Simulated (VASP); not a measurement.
# LiZr4N3 (P6_3/mmc) in VASP: band structure with PBE

Aim: the band structure of LiZr4N3 with PBE.

Program: VASP 6.6.1. These are calculated values, not measurements. Logs are shortened: lines on timing, memory, paths and dates and some standing lists are left out, and cuts for length are marked.

## 1. Starting point

Symmetry: P6_3/mmc, No. 194, hexagonal system. The conventional cell has a = 3.243 Å, b = 3.243 Å, c = 26.440 Å, α = 90.00°, β = 90.00°, γ = 120.00°. Li (site symmetry -6m2) has 6 Li at 3.24 Å and 6 Zr at 3.27 Å as nearest neighbours. Zr (site symmetry 3m) has 3 N at 2.26 Å as nearest neighbours. Zr (site symmetry 3m) has 6 N at 2.28 to 2.32 Å as nearest neighbours. Around N (site symmetry 3m) lie 6 Zr at 2.26 to 2.28 Å. Around N (site symmetry -3m) lie 6 Zr at 2.32 Å.

The cell was built by a generator and needn't be a form met in nature.

## 2. Band structure, PBE

The input, INCAR:

```
ALGO = Normal ; EDIFF = 1E-7
ENCUT = 520 ; GGA = PE
ISIF = 2 ; ISMEAR = 0
KPAR = 4 ; LASPH = T
LCHARG = F ; LMAXMIX = 4
LREAL = F ; LWAVE = F
NBANDS = 80 ; NELM = 100
PREC = Accurate ; SIGMA = 0.1
```

The input, KPOINTS:

```
k-points
0
Gamma
  10 10 2
```

The input, POSCAR:

```
LiZr4N3
1.0
    3.2431700000      0.0000000000      0.0000000000
   -1.6215850000      2.8086670000      0.0000000000
    0.0000000000      0.0000000000     26.4401100000
Li Zr N
2 8 6
Direct
    0.6666670000      0.3333330000      0.7500000000
    0.3333330000      0.6666670000      0.2500000000
    0.0000000000      0.0000000000      0.8515840000
    0.6666670000      0.3333330000      0.9484030000
    0.0000000000      0.0000000000      0.1484160000
    0.3333330000      0.6666670000      0.0515970000
    0.0000000000      0.0000000000      0.6484160000
    0.6666670000      0.3333330000      0.5515970000
    0.0000000000      0.0000000000      0.3515840000
    0.3333330000      0.6666670000      0.4484030000
    0.3333330000      0.6666670000      0.8994190000
    0.6666670000      0.3333330000      0.1005810000
    0.0000000000      0.0000000000      0.0000000000
    0.3333330000      0.6666670000      0.6005810000
    0.6666670000      0.3333330000      0.3994190000
    0.0000000000      0.0000000000      0.5000000000
```

The input, KPOINTS_OPT:

```
path GMKGALHA,LM,KH
10
line-mode
reciprocal
 0.0000000000  0.0000000000  0.0000000000  G
 0.5000000000  0.0000000000  0.0000000000  M

 0.5000000000  0.0000000000  0.0000000000  M
 0.3333333333  0.3333333333  0.0000000000  K

 0.3333333333  0.3333333333  0.0000000000  K
 0.0000000000  0.0000000000  0.0000000000  G

 0.0000000000  0.0000000000  0.0000000000  G
 0.0000000000  0.0000000000  0.5000000000  A

 0.0000000000  0.0000000000  0.5000000000  A
 0.5000000000  0.0000000000  0.5000000000  L

 0.5000000000  0.0000000000  0.5000000000  L
 0.3333333333  0.3333333333  0.5000000000  H

 0.3333333333  0.3333333333  0.5000000000  H
 0.0000000000  0.0000000000  0.5000000000  A

 0.5000000000  0.0000000000  0.5000000000  L
 0.5000000000  0.0000000000  0.0000000000  M

 0.3333333333  0.3333333333  0.0000000000  K
 0.3333333333  0.3333333333  0.5000000000  H
```

Potentials or basis: VASP PAW PBE potentials, release 64 (Li_sv, Zr_sv, N).

The run is started by

```console
$ cat potpaw_PBE.64/Li_sv/POTCAR potpaw_PBE.64/Zr_sv/POTCAR potpaw_PBE.64/N/POTCAR > POTCAR
$ mpirun -np 4 vasp_std > vasp.out
```

OUTCAR:

```text
EDIFF = 1E-7
   ENCUT = 520
   GGA = PE
   ISIF = 2
   ISMEAR = 0
   LASPH = T
   LREAL = F
   NELM = 100
   PREC = Accurate

 ion  position               nearest neighbor table
   1  0.667  0.333  0.750-
   2  0.333  0.667  0.250-
   3  0.000  0.000  0.852-  11 2.26  11 2.26  11 2.26   4 3.17   4 3.17   4 3.17
   4  0.667  0.333  0.948-  11 2.28  11 2.28  11 2.28  13 2.32  13 2.32  13 2.32   3 3.17   3 3.17
                             3 3.17   6 3.31   6 3.31   6 3.31
   5  0.000  0.000  0.148-  12 2.26  12 2.26  12 2.26   6 3.17   6 3.17   6 3.17
   6  0.333  0.667  0.052-  12 2.28  12 2.28  12 2.28  13 2.32  13 2.32  13 2.32   5 3.17   5 3.17
                             5 3.17   4 3.31   4 3.31   4 3.31
   7  0.000  0.000  0.648-  14 2.26  14 2.26  14 2.26   8 3.17   8 3.17   8 3.17
   8  0.667  0.333  0.552-  14 2.28  14 2.28  14 2.28  16 2.32  16 2.32  16 2.32   7 3.17   7 3.17
                             7 3.17  10 3.31  10 3.31  10 3.31
   9  0.000  0.000  0.352-  15 2.26  15 2.26  15 2.26  10 3.17  10 3.17  10 3.17
  10  0.333  0.667  0.448-  15 2.28  15 2.28  15 2.28  16 2.32  16 2.32  16 2.32   9 3.17   9 3.17
                             9 3.17   8 3.31   8 3.31   8 3.31
  11  0.333  0.667  0.899-   3 2.26   3 2.26   3 2.26   4 2.28   4 2.28   4 2.28
  12  0.667  0.333  0.101-   5 2.26   5 2.26   5 2.26   6 2.28   6 2.28   6 2.28
  13  0.000  0.000  0.000-   4 2.32   6 2.32   6 2.32   4 2.32   4 2.32   6 2.32
  14  0.333  0.667  0.601-   7 2.26   7 2.26   7 2.26   8 2.28   8 2.28   8 2.28
  15  0.667  0.333  0.399-   9 2.26   9 2.26   9 2.26  10 2.28  10 2.28  10 2.28
  16  0.000  0.000  0.500-   8 2.32  10 2.32  10 2.32   8 2.32   8 2.32  10 2.32

  LATTYP: Found a hexagonal cell.
 ALAT       =     3.2431700000
 C/A-ratio  =     8.1525513618

  Lattice vectors:

 A1 = (   3.2431700000,   0.0000000000,   0.0000000000)
 A2 = (  -1.6215850000,   2.8086670000,   0.0000000000)
 A3 = (   0.0000000000,   0.0000000000,  26.4401100000)

Analysis of symmetry for initial positions (statically):
=====================================================================
 Subroutine PRICEL returns:
 Original cell was already a primitive cell.

 Routine SETGRP: Setting up the symmetry group for a
 hexagonal supercell.

 Subroutine GETGRP returns: Found 24 space group operations
 (whereof 12 operations were pure point group operations)
 out of a pool of 24 trial point group operations.

The static configuration has the point symmetry D_3d.
 The point group associated with its full space group is D_6h.

Analysis of symmetry for dynamics (positions and initial velocities):
=====================================================================
 Subroutine PRICEL returns:
 Original cell was already a primitive cell.

 Routine SETGRP: Setting up the symmetry group for a
 hexagonal supercell.

 Subroutine GETGRP returns: Found 24 space group operations
 (whereof 12 operations were pure point group operations)
 out of a pool of 24 trial point group operations.

The dynamic configuration has the point symmetry D_3d.
 The point group associated with its full space group is D_6h.

 Subroutine INISYM returns: Found 24 space group operations
 (whereof 12 operations are pure point group operations),
 and found     1 'primitive' translations

----------------------------------------------------------------------------------------

                                     Primitive cell

  volume of cell :     240.8426

  direct lattice vectors                    reciprocal lattice vectors
     3.243170000  0.000000000  0.000000000     0.308340297  0.178020392  0.000000000
    -1.621585000  2.808667000  0.000000000     0.000000000  0.356040784  0.000000000
     0.000000000  0.000000000 26.440110000     0.000000000  0.000000000  0.037821325

  length of vectors
     3.243170000  3.243169473 26.440110000     0.356040726  0.356040784  0.037821325

  position of ions in fractional coordinates (direct lattice)
     0.666667000  0.333333000  0.750000000
     0.333333000  0.666667000  0.250000000
     0.000000000  0.000000000  0.851584000
     0.666667000  0.333333000  0.948403000
     0.000000000  0.000000000  0.148416000
     0.333333000  0.666667000  0.051597000
[... 8 lines left out ...]
     0.666667000  0.333333000  0.399419000
     0.000000000  0.000000000  0.500000000

  ion indices of the primitive-cell ions
   primitive index   ion index
                 1           1
                 2           2
                 3           3
                 4           4
                 5           5
                 6           6
[... 8 lines left out ...]
                15          15
                16          16

----------------------------------------------------------------------------------------

 KPOINTS: k-points

Automatic generation of k-mesh.
 Grid dimensions read from file:
 generate k-points for:   10   10    2

 Generating k-lattice:

  Cartesian coordinates                     Fractional coordinates (reciprocal lattice)
     0.030834030  0.017802039  0.000000000     0.100000000  0.000000000  0.000000000
     0.000000000  0.035604078  0.000000000     0.000000000  0.100000000  0.000000000
     0.000000000  0.000000000  0.018910663     0.000000000  0.000000000  0.500000000

  Length of vectors
     0.035604073  0.035604078  0.018910663

  Shift w.r.t. Gamma in fractional coordinates (k-lattice)
     0.000000000  0.000000000  0.000000000

 Subroutine IBZKPT returns following result:
 ===========================================

 Found     28 irreducible k-points:

 Following reciprocal coordinates:
            Coordinates               Weight
  0.000000  0.000000  0.000000      1.000000
  0.100000 -0.000000  0.000000      6.000000
  0.200000 -0.000000  0.000000      6.000000
  0.300000 -0.000000  0.000000      6.000000
  0.400000  0.000000  0.000000      6.000000
  0.500000  0.000000  0.000000      3.000000
[... 16 lines left out ...]
  0.300000  0.100000  0.500000     12.000000
  0.400000  0.100000  0.500000     12.000000
 [... further k-points ...]
   k-points           NKPTS =     28   k-points in BZ     NKDIM =     28   number of bands    NBANDS=     80
   number of dos      NEDOS =    301   number of ions     NIONS =     16
   total plane-waves  NPLWV = 115200
   dimension x,y,z NGX =    24 NGY =   24 NGZ =  200
   dimension x,y,z NGXF=    48 NGYF=   48 NGZF=  400
   ions per type =               2   8   6
   NGX,Y,Z   is equivalent  to a cutoff of  12.30, 12.30, 12.58 a.u.
   NGXF,Y,Z  is equivalent  to a cutoff of  24.60, 24.60, 25.15 a.u.
 SYSTEM =  unknown system
   PREC   = accura    normal or accurate (medium, high low for compatibility)
   ISTART =      0    job   : 0-new  1-cont  2-samecut
   ICHARG =      2    charge: 1-file 2-atom 10-const
   ISPIN  =      1    spin polarized calculation?
   LNONCOLLINEAR =      F non collinear calculations
   LSORBIT =      F    spin-orbit coupling
   LASPH  =      T    aspherical Exc in radial PAW
   ENCUT  =  520.0 eV  38.22 Ry    6.18 a.u.   6.03  6.03 49.16*2*pi/ulx,y,z
   NELM   =    100;   NELMIN=  2; NELMDL= -5     # of ELM steps
   EDIFF  = 0.1E-06   stopping-criterion for ELM
   LREAL  =      F    real-space projection
   EDIFFG = 0.1E-05   stopping-criterion for IOM
   NSW    =      0    number of steps for IOM
   IBRION =     -1    ionic relax: 0-MD 1-quasi-New 2-CG
   NFREE  =      0    steps in history (QN), initial steepest desc. (CG)
   ISIF   =      2    stress and relaxation
   ISYM   =      2    0-nonsym 1-usesym 2-fastsym
   POTIM  = 0.5000    time-step for ionic-motion
   TEBEG  =    0.0;   TEEND  =   0.0 temperature during run
   PSTRESS=    0.0 pullay stress
   NELECT =     132.0000    total number of electrons
   NUPDOWN=      -1.0000    fix difference up-down
   EMIN   =  10.00;   EMAX   =-10.00  energy-range for DOS
   EFERMI =   0.00;   METHOD = LEGACY
   ISMEAR =     0;   SIGMA  =   0.10  broadening in eV -4-tet -1-fermi 0-gaus
   EFERMI_NEDOS =   21; number of points for ismear=-14 and -15
   IALGO  =     38    algorithm
   IMIX   =      4    mixing-type and parameters
     AMIX     =   0.40;   BMIX     =  1.00
     AMIX_MAG =   1.60;   BMIX_MAG =  1.00
  volume/ion in A,a.u.               =      15.05       101.58
  Fermi-wavevector in a.u.,A,eV,Ry     =   1.339744  2.531749 24.421278  1.794913
  Thomas-Fermi vector in A             =   2.468111
   LORBIT       =      0    0 simple, 1 ext, 2 COOP (PROOUT), +10 PAW based schemes
   GGA     = PE    functional components
   LHFCALC =     F    Hartree Fock is set to
   AEXX    =    0.0000 exact exchange contribution
   IVDW    =     0    specifies the selected vdW correction
   LEPSILON=     F    determine dielectric tensor
   LRPA    =     F    only Hartree local field effects (RPA)
 non-spin polarized calculation
 Gauss-broadening in eV      SIGMA  =   0.10
  energy-cutoff  :      520.00
  volume of cell :      240.84
 maximum number of plane-waves:      6560
   NGX = 13   NGY = 13   NGZ = 99

 number of electron     132.0000016 magnetization

 Free energy of the ion-electron system (eV)
  ---------------------------------------------------
  ext. energy  EPLUGINS =         0.00000000
  ---------------------------------------------------
  free energy    TOTEN  =      -142.08510981 eV

  energy without entropy =     -142.04001597  energy(sigma->0) =     -142.06256289

 E-fermi :   8.7575     XC(G=0): -11.0637

 val. band max:        8.7495936714   @ k =   0.4000   0.2000   0.5000
 cond. band min:       8.7820478925   @ k =   0.4000   0.2000   0.0000
 fundamental gap:      0.0324542211
 Fermi energy:         8.7574699211

 k-point     1 :       0.0000    0.0000    0.0000
  band No.  band energies     occupation
      1     -40.8061      2.00000
      2     -40.8061      2.00000
      3     -40.7515      2.00000
      4     -40.7515      2.00000
      5     -40.3322      2.00000
      6     -40.3321      2.00000
[... 70 lines left out ...]
     77      10.5136      0.00000
     78      10.5175      0.00000
[... 1861 lines left out ...]
     77      11.7604      0.00000
     78      11.7604      0.00000

 [... further k-points ...]

 [bands above 78 left out]

------------------------ aborting loop because EDIFF is reached ----------------------------------------

  FORCE on cell =-STRESS in cart. coord.  units (eV):
  Direction    XX          YY          ZZ          XY          YZ          ZX
  --------------------------------------------------------------------------------------
  -------------------------------------------------------------------------------------
  Total        0.0606691      0.0606691      0.0886239      0.0000000      0.0000000      0.0000000
  in kB        0.4035944      0.4035943      0.5895602      0.0000000      0.0000000      0.0000000
  external PRESSURE =       0.4655830 kB  Pullay stress =       0.0000000 kB

 VOLUME and BASIS-vectors are now :
 -----------------------------------------------------------------------------
  energy-cutoff  :      520.00
  volume of cell :      240.84
      direct lattice vectors                 reciprocal lattice vectors
     3.243170000  0.000000000  0.000000000     0.308340297  0.178020392  0.000000000
    -1.621585000  2.808667000  0.000000000     0.000000000  0.356040784  0.000000000
     0.000000000  0.000000000 26.440110000     0.000000000  0.000000000  0.037821325

 POSITION                                       TOTAL-FORCE (eV/Angst)
 -----------------------------------------------------------------------------------
      1.62159      0.93622     19.83008        -0.000000     -0.000000      0.000000
     -0.00000      1.87245      6.61003         0.000000      0.000000      0.000000
      0.00000      0.00000     22.51597        -0.000000      0.000000      0.000448
      1.62159      0.93622     25.07588         0.000000     -0.000000     -0.001596
      0.00000      0.00000      3.92414        -0.000000     -0.000000     -0.000448
     -0.00000      1.87245      1.36423        -0.000000      0.000000      0.001596
[... 8 lines left out ...]
      1.62159      0.93622     10.56068        -0.000000      0.000000     -0.006901
      0.00000      0.00000     13.22006        -0.000000     -0.000000      0.000000
 -----------------------------------------------------------------------------------
    total drift:                                0.001824     -0.001053      0.004027

  FREE ENERGIE OF THE ION-ELECTRON SYSTEM (eV)
  ---------------------------------------------------
  free  energy   TOTEN  =      -142.0851098145 eV

  energy  without entropy=     -142.0400159745  energy(sigma->0) =     -142.06256289
```

It took 8.7 min on 4 MPI ranks of Intel Xeon Platinum 8488C (Sapphire Rapids), shared host; peak memory 0.78 GiB.

Results:

* Free energy: -142.0851 eV
* Largest force: 0.007 eV/Å
* Band gap along the path: none (metal or under the smearing width)

Forces in eV/Å, atoms in the order of the input:
```
Li   0.000  0.000  0.000
Li   0.000  0.000  0.000
Zr   0.000  0.000  0.000
Zr   0.000  0.000 -0.002
Zr   0.000  0.000  0.000
Zr   0.000  0.000  0.002
Zr   0.000  0.000  0.000
Zr   0.000  0.000  0.002
Zr   0.000  0.000  0.000
Zr   0.000  0.000 -0.002
N    0.000  0.000 -0.007
N    0.000  0.000  0.007
N    0.000  0.000  0.000
N    0.000  0.000  0.007
N    0.000  0.000 -0.007
N    0.000  0.000  0.000
```

Levels at the corners of the path, in eV from the Fermi level:
```
point  band 64  band 65  band 66  band 67  band 68  band 69
    Γ    -0.19    -0.05    -0.05    -0.05    -0.05     0.27
    M    -0.32     0.05     0.07     0.36     0.37     0.78
    M    -0.32     0.05     0.07     0.36     0.37     0.78
    K    -0.38     0.02     0.02     0.57     0.68     1.01
    K    -0.38     0.02     0.02     0.57     0.68     1.01
    Γ    -0.19    -0.05    -0.05    -0.05    -0.05     0.27
    Γ    -0.19    -0.05    -0.05    -0.05    -0.05     0.27
    A    -0.29    -0.05    -0.05    -0.05    -0.05     0.32
    A    -0.29    -0.05    -0.05    -0.05    -0.05     0.32
    L    -0.35     0.06     0.06     0.36     0.36     0.79
    L    -0.35     0.06     0.06     0.36     0.36     0.79
    H    -0.38     0.02     0.02     0.61     0.61     1.18
    H    -0.38     0.02     0.02     0.61     0.61     1.18
    A    -0.29    -0.05    -0.05    -0.05    -0.05     0.32
    L    -0.35     0.06     0.06     0.36     0.36     0.79
    M    -0.32     0.05     0.07     0.36     0.37     0.78
    K    -0.38     0.02     0.02     0.57     0.68     1.01
    H    -0.38     0.02     0.02     0.61     0.61     1.18
```

Caveat: the cutoff is under 1.25 times the usual one of these potentials, so pressure, stress and relaxed cells hold a basis-set (Pulay) error.
